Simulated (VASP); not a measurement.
An input for Ansatz (written as the equivalent of a VASP run, and not itself run):

Ansatz 0.2 input:
```yaml
crystal:
  lattice:
    - [-2.6400000, 2.6400000, 2.6400000]
    - [2.6400000, -2.6400000, 2.6400000]
    - [2.6400000, 2.6400000, -2.6400000]
  atoms:
    - { symbol: K, position: [0.0000000, 0.0000000, 0.0000000] }
kpoints:
  mp_grid: { grid: [9, 9, 9] }
hamiltonian:
  xc: pbe
  pseudopotentials: { kind: paw }
scf:
  occupations: { method: gaussian, width: 0.136 }
  max_iter: 100
output: { forces: true, stress: true, eigenvalues: true }
```

Translate this input to VASP (INCAR, KPOINTS, POSCAR, choice of POTCAR).

Several could match; the one computed here: 
File KPOINTS:
```
Automatic mesh
0
Gamma
9 9 9
0 0 0
```

### INCAR
```
LREAL  =  .FALSE.   # projection in real space or not
NELM  =  100
ENCUT  =  300   # plane-wave cut-off (eV)
SYSTEM  =  K
ISIF  =  2   # forces and stress, cell fixed
ISMEAR  =  0   # Gaussian
PREC  =  Accurate
SIGMA  =  0.136   # width (eV)
LCHARG  =  .FALSE.
EDIFF  =  1E-6
LWAVE  =  .FALSE.
ALGO  =  Normal   # blocked Davidson
GGA  =  PE
LASPH  =  .TRUE.
```

File POSCAR:
```
K
1.0
 -2.6400000000   2.6400000000   2.6400000000
  2.6400000000  -2.6400000000   2.6400000000
  2.6400000000   2.6400000000  -2.6400000000
K
1
Cart
  0.0000000000   0.0000000000   0.0000000000
```

POTCAR, in this order: K_sv (PBE.64 set). Program: vasp_std.

Limits of the translation: each code has its own PAW files, so the cut-off isn't converted (ENCUT is set for VASP's; basis.ecutwfc is left out, and Ansatz then takes the one that its files recommend); Ansatz stops its SCF on the density residual and VASP on the energy change (EDIFF).

The structure is a typed K crystal (Im-3m). The cell was not relaxed at this level.
